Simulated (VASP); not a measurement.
Here is a VASP 6.6.1 calculation.

The input INCAR:

```
SYSTEM = Ti7Mo
ALGO     = Normal         ! electronic algorithm
EDIFF    = 1E-7           ! SCF threshold, eV
EDIFFG   = -0.005         ! ionic threshold
ENCUT    = 600            ! plane-wave cutoff, eV
GGA      = PS             ! functional
IBRION   = 2              ! ionic algorithm
ISIF     = 3              ! what is computed and relaxed
ISMEAR   = 1              ! smearing method
KPAR     = 4            
LASPH    = .TRUE.         ! aspherical terms in the spheres
LCHARG   = .FALSE.        ! write CHGCAR
LREAL    = .FALSE.        ! projectors in reciprocal space
LWAVE    = .FALSE.        ! write WAVECAR
NELM     = 80             ! most SCF steps
NSW      = 90             ! ionic steps
PREC     = Accurate       ! precision mode
SIGMA    = 0.1            ! smearing width, eV
```

The input KPOINTS:

```
k-points
0
G
  6 6 6
  0 0 0
```

File POSCAR:

```
Ti7Mo                                   
1.0
    6.3935131470      0.0532087691      0.0532087691
    0.0532087691      6.3935131470      0.0532087691
    0.0532087691      0.0532087691      6.3935131470
  Mo              Ti            
     2    14
Direct
     0.9997515931041130    0.9997515931041130    0.9997515931041130
     0.2502484068958870    0.2502484068958870    0.2502484068958870
     0.4935492866269974    0.0149335198711317    0.0149335198711317
     0.0149335198711317    0.4935492866269974    0.0149335198711317
     0.0149335198711317    0.0149335198711317    0.4935492866269974
     0.4867727652294490    0.4867727652294490    0.0043111723220753
     0.4867727652294490    0.0043111723220753    0.4867727652294490
     0.7564507133730025    0.2350664801288683    0.2350664801288682
     0.0043111723220753    0.4867727652294490    0.4867727652294490
     0.2350664801288683    0.7564507133730025    0.2350664801288683
     0.2350664801288683    0.2350664801288683    0.7564507133730025
     0.4999890881402592    0.4999890881402592    0.4999890881402592
     0.7632272347705512    0.7632272347705512    0.2456888276779247
     0.7632272347705512    0.2456888276779247    0.7632272347705512
     0.2456888276779247    0.7632272347705512    0.7632272347705512
     0.7500109118597414    0.7500109118597414    0.7500109118597414
```

Potentials or basis: VASP PAW PBE potentials, release 64 (Mo_sv, Ti_sv).

The run is started by

```bash
$ cat potpaw_PBE.64/Mo_sv/POTCAR potpaw_PBE.64/Ti_sv/POTCAR > POTCAR
$ mpirun -np 4 vasp_std > vasp.out
```

**Question.** Estimate the band gap on the k mesh.

**Answer.** None (metal or under the smearing width).

Forces on the atoms (eV/Å):
```
Mo   0.001  0.001  0.001
Mo  -0.001 -0.001 -0.001
Ti  -0.003  0.001  0.001
Ti   0.001 -0.003  0.001
Ti   0.001  0.001 -0.003
Ti  -0.001 -0.001 -0.002
Ti  -0.001 -0.002 -0.001
Ti   0.003 -0.001 -0.001
Ti  -0.002 -0.001 -0.001
Ti  -0.001  0.003 -0.001
Ti  -0.001 -0.001  0.003
Ti   0.001  0.001  0.001
Ti   0.001  0.001  0.002
Ti   0.001  0.002  0.001
Ti   0.002  0.001  0.001
Ti  -0.001 -0.001 -0.001
```

Caveat: the PAW data sets were made with another functional, which shifts forces and pressure a little.
